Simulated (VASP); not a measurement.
# Gap of AlN, level by level, part 5 of 7

How does the gap of AlN depend on the functional? LASPH is on for some levels and off for others; the table marks which. The start is a cell from a database of measured crystal structures.

VASP 6.6.1, plane waves and PAW; the level of theory is named at each step.

So far, least gap on mesh and path (eV): step 2 (bands, level LDA) 4.23; step 5 (bands, level TB-mBJ) 5.37; step 6 (bands, level TPSS) 4.22; step 7 (bands, level LAK) 5.38; step 9 (bands, level HSE06) 5.58.

## 10. Dielectric constant for the exchange share

This step: PBE; plane waves and PAW (Al, N) (VASP 6.6.1).

The share of exact exchange of the next level is the inverse of the dielectric constant, which this PBE response run supplies.

INCAR reads:

```
SYSTEM = AlN
PREC = Accurate
ENCUT = 520
EDIFF = 1E-08
NELM = 100
ISMEAR = 0
SIGMA = 0.01
LREAL = .FALSE.
ALGO = Normal
GGA = PE
NBANDS = 14
LORBIT = 11
LWAVE = .FALSE.
LCHARG = .FALSE.
KPAR = 8
LEPSILON = .TRUE.
```

POSCAR reads:

```
AlN
1.0
    3.1100000000      0.0000000000      0.0000000000
   -1.5550000000      2.6933390058      0.0000000000
    0.0000000000      0.0000000000      4.9800000000
Al N
2 2
Direct
    0.6666666667      0.3333333333      0.0000000000
    0.3333333333      0.6666666667      0.5000000000
    0.6666666667      0.3333333333      0.3820000000
    0.3333333333      0.6666666667      0.8820000000
```

KPOINTS reads:

```
Automatic mesh
0
Gamma
15 15 8
0 0 0
```

Potentials, in the order of the species: Al and N (PBE family, release 64).

On the command line:

```console
$ mpirun -np 8 vasp_std
```

Numbers of over 12 decimals in the logs are rounded to 6 here.

What it wrote:

```text
[... set-up lines as in an earlier step ...]
 entering main loop
       N       E                     dE             d eps       ncg     rms          rms(c)
DAV:   1     0.453252592444E+02    0.45325E+02   -0.74748E+03  3788   0.102E+03
DAV:   2    -0.307563020384E+02   -0.76082E+02   -0.69825E+02  5274   0.203E+02
DAV:   3    -0.344968765917E+02   -0.37406E+01   -0.37263E+01  5040   0.475E+01
DAV:   4    -0.345232925486E+02   -0.26416E-01   -0.26413E-01  4314   0.457E+00
DAV:   5    -0.345236299122E+02   -0.33736E-03   -0.33735E-03  5016   0.523E-01    0.122E+01
DAV:   6    -0.297510779905E+02    0.47726E+01   -0.13195E+01  4710   0.271E+01    0.424E+00
DAV:   7    -0.297824002166E+02   -0.31322E-01   -0.81110E-01  4338   0.630E+00    0.294E+00
DAV:   8    -0.297762442130E+02    0.61560E-02   -0.79896E-02  4488   0.267E+00    0.547E-01
DAV:   9    -0.297699396142E+02    0.63046E-02   -0.21388E-02  5088   0.106E+00    0.247E-01
DAV:  10    -0.297706095796E+02   -0.66997E-03   -0.28341E-03  4416   0.361E-01    0.146E-01
DAV:  11    -0.297705064708E+02    0.10311E-03   -0.26327E-04  4752   0.126E-01    0.354E-02
DAV:  12    -0.297705088780E+02   -0.24072E-05   -0.14222E-05  4500   0.337E-02    0.111E-02
DAV:  13    -0.297705088235E+02    0.54548E-07   -0.50307E-06  5004   0.170E-02    0.654E-03
DAV:  14    -0.297705087931E+02    0.30403E-07   -0.47160E-07  4584   0.607E-03    0.155E-03
DAV:  15    -0.297705088317E+02   -0.38610E-07   -0.59266E-08  5166   0.190E-03    0.268E-04
DAV:  16    -0.297705088251E+02    0.65884E-08   -0.20984E-09  2676   0.404E-04
   1 F= -.29770509E+02 E0= -.29770509E+02  d E =-.198693E-70
 Linear response reoptimize wavefunctions to high precision
DAV:   1    -0.297705088277E+02   -0.26450E-08   -0.17675E-10  3156   0.180E-04
DAV:   2    -0.297705088278E+02   -0.20009E-10   -0.86906E-12  2520   0.278E-05
 Linear response G [H, r] |phi>, progress :
  Direction:   1
       N       E                     dE             d eps       ncg     rms
RMM:   1    -0.620105797029E+02   -0.62011E+02    0.94824E+01  9252   0.723E+01
RMM:   2    -0.543584439449E+02    0.76521E+01   -0.33547E+00  6363   0.153E+01
RMM:   3    -0.544006653380E+02   -0.42221E-01   -0.47195E-02  6822   0.159E+00
RMM:   4    -0.544011207238E+02   -0.45539E-03   -0.55049E-03  7331   0.241E-01
RMM:   5    -0.544007161249E+02    0.40460E-03   -0.58394E-04  7305   0.362E-02
RMM:   6    -0.544006665028E+02    0.49622E-04   -0.60421E-05  7594   0.685E-03
RMM:   7    -0.544006614091E+02    0.50937E-05   -0.10079E-05  7529   0.147E-03
RMM:   8    -0.544006614878E+02   -0.78678E-07   -0.14475E-05  7294   0.643E-04
RMM:   9    -0.544006612620E+02    0.22577E-06   -0.67961E-06  5420   0.501E-04
RMM:  10    -0.544006614165E+02   -0.15444E-06    0.37758E-07  5070   0.487E-04
RMM:  11    -0.544006613887E+02    0.27762E-07    0.30729E-06  4949   0.490E-04
RMM:  12    -0.544006614165E+02   -0.27759E-07   -0.61367E-06  4844   0.490E-04
 Linear response G [H, r] |phi>, progress :
  Direction:   2
       N       E                     dE             d eps       ncg     rms
RMM:   1    -0.663142860677E+02   -0.66314E+02    0.20778E+01  8790   0.715E+01
RMM:   2    -0.622730005606E+02    0.40413E+01   -0.27872E+00  6384   0.139E+01
RMM:   3    -0.623014818997E+02   -0.28481E-01   -0.43213E-02  6759   0.149E+00
RMM:   4    -0.623015312634E+02   -0.49364E-04   -0.22670E-03  7273   0.233E-01
RMM:   5    -0.623014101228E+02    0.12114E-03   -0.20662E-04  7362   0.342E-02
RMM:   6    -0.623013972168E+02    0.12906E-04   -0.52617E-05  7645   0.652E-03
RMM:   7    -0.623013944185E+02    0.27983E-05   -0.24632E-05  7587   0.140E-03
RMM:   8    -0.623013942492E+02    0.16931E-06   -0.26427E-05  7144   0.653E-04
RMM:   9    -0.623013942066E+02    0.42637E-07   -0.22968E-05  5417   0.534E-04
RMM:  10    -0.623013943205E+02   -0.11386E-06   -0.25733E-05  5065   0.525E-04
RMM:  11    -0.623013942920E+02    0.28490E-07   -0.15443E-05  4960   0.527E-04
RMM:  12    -0.623013943311E+02   -0.39101E-07   -0.25749E-05  4878   0.525E-04
 Linear response G [H, r] |phi>, progress :
  Direction:   3
       N       E                     dE             d eps       ncg     rms
RMM:   1    -0.664698341130E+02   -0.66470E+02    0.39949E+01  8825   0.714E+01
RMM:   2    -0.582933258597E+02    0.81765E+01   -0.32314E+00  6236   0.147E+01
RMM:   3    -0.583250917505E+02   -0.31766E-01   -0.38090E-02  6762   0.153E+00
RMM:   4    -0.583261495026E+02   -0.10578E-02   -0.71663E-04  7211   0.232E-01
RMM:   5    -0.583261702748E+02   -0.20772E-04   -0.96433E-06  7165   0.342E-02
RMM:   6    -0.583261724232E+02   -0.21485E-05   -0.37812E-06  7465   0.656E-03
RMM:   7    -0.583261725179E+02   -0.94694E-07   -0.28497E-06  7439   0.141E-03
RMM:   8    -0.583261725337E+02   -0.15728E-07   -0.17973E-06  6863   0.629E-04
RMM:   9    -0.583261725752E+02   -0.41565E-07    0.21267E-07  5266   0.498E-04
RMM:  10    -0.583261725798E+02   -0.45477E-08   -0.25035E-06  4848   0.484E-04
RMM:  11    -0.583261725813E+02   -0.15599E-08   -0.74930E-06  4776   0.487E-04
RMM:  12    -0.583261725768E+02    0.45730E-08   -0.94358E-06  4594   0.487E-04
 Linear response to external field (no local field effect), progress :
  Direction:   1
       N       E                     dE             d eps       ncg     rms          rms(c)
RMM:   1    -0.339201379169E+00   -0.33920E+00   -0.10957E+00  7888   0.300E+00
RMM:   2    -0.348642953357E+00   -0.94416E-02   -0.47017E-03  6561   0.425E-01
RMM:   3    -0.348733987387E+00   -0.91034E-04   -0.79722E-05  6803   0.480E-02
RMM:   4    -0.348735846276E+00   -0.18589E-05   -0.22929E-06  7029   0.739E-03
RMM:   5    -0.348735890839E+00   -0.44562E-07   -0.72007E-08  7007   0.125E-03
RMM:   6    -0.348735891767E+00   -0.92816E-09   -0.93185E-09  6241   0.234E-04
 change of polarisation eV/A/(eV/A) component  1 :     0.697    -0.228    -0.072
 dielectric tensor                  component  1 :     4.026    -0.989    -0.312
 Linear response to external field (no local field effect), progress :
  Direction:   2
       N       E                     dE             d eps       ncg     rms          rms(c)
RMM:   1    -0.463382179417E+00   -0.46338E+00   -0.16298E+00  7769   0.325E+00
RMM:   2    -0.474054724389E+00   -0.10673E-01   -0.55692E-03  6505   0.447E-01
RMM:   3    -0.474151393951E+00   -0.96670E-04   -0.92490E-05  6821   0.515E-02
RMM:   4    -0.474153509304E+00   -0.21154E-05   -0.27907E-06  7030   0.785E-03
RMM:   5    -0.474153561209E+00   -0.51905E-07   -0.93870E-08  7033   0.135E-03
RMM:   6    -0.474153562370E+00   -0.11606E-08   -0.15106E-08  6104   0.254E-04
 change of polarisation eV/A/(eV/A) component  2 :    -0.228     0.948    -0.052
 dielectric tensor                  component  2 :    -0.989     5.114    -0.225
 Linear response to external field (no local field effect), progress :
  Direction:   3
       N       E                     dE             d eps       ncg     rms          rms(c)
RMM:   1    -0.425000110328E+00   -0.42500E+00   -0.15458E+00  7698   0.307E+00
RMM:   2    -0.435237611408E+00   -0.10238E-01   -0.46730E-03  6479   0.410E-01
RMM:   3    -0.435305852682E+00   -0.68241E-04   -0.69211E-05  6684   0.441E-02
RMM:   4    -0.435307223050E+00   -0.13704E-05   -0.16138E-06  6958   0.647E-03
RMM:   5    -0.435307252498E+00   -0.29448E-07   -0.44941E-08  6892   0.107E-03
RMM:   6    -0.435307253864E+00   -0.13657E-08   -0.58994E-09  5929   0.197E-04
 change of polarisation eV/A/(eV/A) component  3 :    -0.072    -0.052     0.871
 dielectric tensor                  component  3 :    -0.311    -0.225     4.777
 Linear response to external field, progress :
  Direction:   1
       N       E                     dE             d eps       ncg     rms          rms(c)
RMM:   1    -0.401680825358E+00   -0.40168E+00   -0.13666E+00 28187   0.310E+00
RMM:   2    -0.411350704970E+00   -0.96699E-02   -0.51173E-03 23618   0.427E-01    0.955E-01
RMM:   3    -0.405042178477E+00    0.63085E-02   -0.76422E-03 23692   0.561E-01    0.580E-01
RMM:   4    -0.430280317715E+00   -0.25238E-01   -0.11856E-02 24465   0.722E-01    0.899E-02
RMM:   5    -0.434609565057E+00   -0.43292E-02   -0.23705E-04 24951   0.119E-01    0.148E-02
RMM:   6    -0.435010820767E+00   -0.40126E-03   -0.48627E-06 26017   0.170E-02    0.611E-03
RMM:   7    -0.435314167839E+00   -0.30335E-03   -0.15261E-06 25485   0.970E-03    0.613E-04
RMM:   8    -0.435313758519E+00    0.40932E-06   -0.37377E-08 26652   0.791E-04    0.248E-04
RMM:   9    -0.435312529689E+00    0.12288E-05   -0.83363E-08 25917   0.571E-04    0.359E-05
RMM:  10    -0.435313012408E+00   -0.48272E-06   -0.13071E-07 17877   0.766E-05    0.100E-05
RMM:  11    -0.435312892532E+00    0.11988E-06    0.29312E-08 15286   0.646E-05    0.293E-06
 change of polarisation eV/A/(eV/A) component  1 :     0.790    -0.024    -0.000
 dielectric tensor                  component  1 :     4.426    -0.104    -0.000
 Linear response to external field, progress :
  Direction:   2
       N       E                     dE             d eps       ncg     rms          rms(c)
RMM:   1    -0.401863551471E+00   -0.40186E+00   -0.13685E+00 28352   0.308E+00
RMM:   2    -0.411353948966E+00   -0.94904E-02   -0.50883E-03 23569   0.426E-01    0.955E-01
RMM:   3    -0.405051501041E+00    0.63024E-02   -0.76527E-03 23763   0.561E-01    0.580E-01
RMM:   4    -0.430286485878E+00   -0.25235E-01   -0.11859E-02 24514   0.722E-01    0.898E-02
RMM:   5    -0.434598473198E+00   -0.43120E-02   -0.23683E-04 25001   0.119E-01    0.149E-02
RMM:   6    -0.435015445662E+00   -0.41697E-03   -0.51112E-06 26065   0.173E-02    0.610E-03
RMM:   7    -0.435314070804E+00   -0.29863E-03   -0.15050E-06 25492   0.967E-03    0.592E-04
RMM:   8    -0.435313762937E+00    0.30787E-06    0.55300E-08 26591   0.774E-04    0.269E-04
RMM:   9    -0.435312253768E+00    0.15092E-05    0.24579E-07 25812   0.571E-04    0.386E-05
RMM:  10    -0.435312818498E+00   -0.56473E-06   -0.46935E-08 18001   0.762E-05    0.106E-05
RMM:  11    -0.435312750657E+00    0.67841E-07    0.51566E-08 15161   0.647E-05    0.262E-06
 change of polarisation eV/A/(eV/A) component  2 :    -0.064     0.790    -0.000
 dielectric tensor                  component  2 :    -0.276     4.426    -0.000
 Linear response to external field, progress :
  Direction:   3
       N       E                     dE             d eps       ncg     rms          rms(c)
RMM:   1    -0.425000110328E+00   -0.42500E+00   -0.15458E+00  7698   0.307E+00
RMM:   2    -0.435237610153E+00   -0.10237E-01   -0.46730E-03  6476   0.410E-01    0.971E-01
RMM:   3    -0.430440383150E+00    0.47972E-02   -0.64593E-03  6409   0.532E-01    0.591E-01
RMM:   4    -0.456715353221E+00   -0.26275E-01   -0.10225E-02  6654   0.690E-01    0.858E-02
RMM:   5    -0.460392139562E+00   -0.36768E-02   -0.15399E-04  6830   0.962E-02    0.239E-02
RMM:   6    -0.461337293290E+00   -0.94515E-03   -0.18476E-05  6981   0.307E-02    0.760E-03
RMM:   7    -0.461689466281E+00   -0.35217E-03   -0.22361E-06  6881   0.115E-02    0.822E-04
RMM:   8    -0.461701513811E+00   -0.12048E-04   -0.48345E-08  7222   0.149E-03    0.320E-04
RMM:   9    -0.461701556056E+00   -0.42245E-07   -0.14743E-08  7103   0.622E-04    0.291E-05
RMM:  10    -0.461700305126E+00    0.12509E-05   -0.27377E-08  5451   0.786E-05    0.147E-05
RMM:  11    -0.461700191318E+00    0.11381E-06    0.10413E-08  4679   0.680E-05    0.309E-06
 change of polarisation eV/A/(eV/A) component  3 :    -0.072    -0.052     0.841
 dielectric tensor                  component  3 :    -0.313    -0.227     4.650
 Born effective charges drift removed
```

Wall time 3.4 min (8 MPI ranks of AMD EPYC 7R43, shared host); peak memory 5.3 GiB.

Parts of OUTCAR (step 10):

```text
   k-points           NKPTS =    135   k-points in BZ     NKDIM =    135   number of bands    NBANDS=     14

   NELECT =      16.0000    total number of electrons

  Total        1.0122425      1.0122425      0.9916879      0.0000000      0.0000000     -0.0000000
  in kB       38.8789396     38.8789396     38.0894615      0.0000000      0.0000000     -0.0000000
  external PRESSURE =      38.6157802 kB  Pullay stress =       0.0000000 kB

 POSITION                                       TOTAL-FORCE (eV/Angst)
 -----------------------------------------------------------------------------------
      1.55500      0.89778      0.00000        -0.000000     -0.000000      0.008520
     -0.00000      1.79556      2.49000         0.000000      0.000000      0.008520
      1.55500      0.89778      1.90236         0.000000     -0.000000     -0.008520
     -0.00000      1.79556      4.39236        -0.000000      0.000000     -0.008520
 -----------------------------------------------------------------------------------
    total drift:                                0.000000      0.000000      0.000566

 MACROSCOPIC STATIC DIELECTRIC TENSOR (including local field effects in DFT)
 ------------------------------------------------------
           4.425656     0.000000    -0.000000
           0.000000     4.425656    -0.000000
          -0.000000     0.000000     4.649867
 ------------------------------------------------------

 PIEZOELECTRIC TENSOR (including local field effects)  for field in x, y, z        (C/m^2)
          XX          YY          ZZ          XY          YZ          ZX
  --------------------------------------------------------------------------------
  x    -0.00000    -0.00000     0.00000     0.00000     0.00000     0.33723
  y     0.00000     0.00000    -0.00000     0.00000     0.33723     0.00000
  z     0.26334     0.26334    -0.40306     0.00000     0.00000    -0.00000

 BORN EFFECTIVE CHARGES (including local field effects) (in |e|, cummulative output)
 ---------------------------------------------------------------------------------
 ion    1
    1     2.51640     0.00000     0.00000
    2     0.00000     2.51640     0.00000
    3     0.00000    -0.00000     2.67861
 ion    2
    1     2.51640     0.00000     0.00000
    2     0.00000     2.51640     0.00000
    3     0.00000     0.00000     2.67861
 ion    3
    1    -2.51640     0.00000    -0.00000
    2     0.00000    -2.51640     0.00000
    3     0.00000     0.00000    -2.67861
 ion    4
    1    -2.51640     0.00000     0.00000
    2     0.00000    -2.51640     0.00000
    3     0.00000     0.00000    -2.67861

[... 7 parts as in an earlier step ...]

[... 3 further parts left out ...]
```

Energies printed during the response cycles are not total energies of the cell.

This step gave:

```
irreducible k-points           : 135
Fermi energy                   : 6.294 eV
pressure                       : 3.862 GPa
gap on the k-mesh              : 4.214 eV
least direct gap on the k-mesh : 4.214 eV
```

Electronic dielectric tensor with local fields:

```
4.43 0.00 0.00
0.00 4.43 0.00
0.00 0.00 4.65
```

Born effective charge (e), principal values of the symmetric part by kind of site:

```csv
atom,atoms with these values,low,middle,high,mean
Al1,2,2.52,2.52,2.68,2.57
N3,2,-2.68,-2.52,-2.52,-2.57
```

In full for N3:

```
-2.52  0.00  0.00
 0.00 -2.52  0.00
 0.00  0.00 -2.68
```

Piezoelectric tensor with clamped ions (C/m²), by row:

```csv
field,xx,yy,zz,xy,yz,zx
x,0,0,0,0,0,0.3372
y,0,0,0,0,0.3372,0
z,0.2633,0.2633,-0.4031,0,0,0
```

The Born charges sum to zero; the printed set may have that rule imposed, so this is no test. The mean Born charge of N, -2.57 e, lies near its nominal -3, though a dynamic charge doesn't by itself measure how ionic a bond is.

(Continued in part 6 of 7.)

[Lines on the potential files, build, host, timing and source positions are cut from VASP's logs without a mark.]

[Logs are printed without paths, hosts, clocks, repeated set-up lines and the standing remarks that a program may print on its own settings, such as how far it seeks lower states.]

[Hosts, paths, dates, database ids (printed as entryN), source tags and the programs' standing remarks are cut or masked in the printed files.]

[A measured line is paired with the nearest computed mode of its activity, which favours agreement.]
